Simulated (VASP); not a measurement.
OSZICAR of a VASP run on Ta (relaxed from the simple-cubic structure, space group Pm-3m):

File OSZICAR:
```
       N       E                     dE             d eps       ncg     rms          rms(c)
DAV:   1     0.743537680342E+02    0.74354E+02   -0.54654E+03  3048   0.102E+03
DAV:   2    -0.106406154024E+02   -0.84994E+02   -0.83020E+02  3850   0.315E+02
DAV:   3    -0.125104798003E+02   -0.18699E+01   -0.18449E+01  3462   0.453E+01
DAV:   4    -0.125255916055E+02   -0.15112E-01   -0.15103E-01  3356   0.409E+00
DAV:   5    -0.125257318311E+02   -0.14023E-03   -0.14022E-03  3338   0.362E-01    0.126E+01
DAV:   6    -0.122235628993E+02    0.30217E+00   -0.37559E-01  3342   0.682E+00    0.626E+00
DAV:   7    -0.121430636863E+02    0.80499E-01   -0.25358E-01  3438   0.541E+00    0.126E+00
DAV:   8    -0.121419810914E+02    0.10826E-02   -0.23677E-03  3288   0.558E-01    0.422E-01
DAV:   9    -0.121409654600E+02    0.10156E-02   -0.20732E-03  3546   0.513E-01    0.346E-02
DAV:  10    -0.121409473639E+02    0.18096E-04   -0.54179E-05  3264   0.892E-02    0.237E-02
DAV:  11    -0.121409478838E+02   -0.51989E-06   -0.32410E-06  3582   0.240E-02
   1 F= -.12140948E+02 E0= -.12140276E+02  d E =-.134355E-02  mag=    -0.0000     0.0000     0.0000
       N       E                     dE             ncg
```

Which electronic solver shows in the log?

It is blocked Davidson (ALGO = Normal, or the opening steps of other solvers). The INCAR had ALGO = Normal.

How was spin treated?

With non-collinear spinors: mag has three components.

Can the final energy be trusted as converged?

The calculation finished and met its thresholds. It stopped with EDIFF = 1E-6, NELM = 100 (PBEsol GGA with spin-orbit coupling, plane waves, VASP's PBE PAW potentials (set 64)).

The structure was generated: Ta was put into the simple-cubic type (Pm-3m), which need not be its known phase. It was relaxed first.
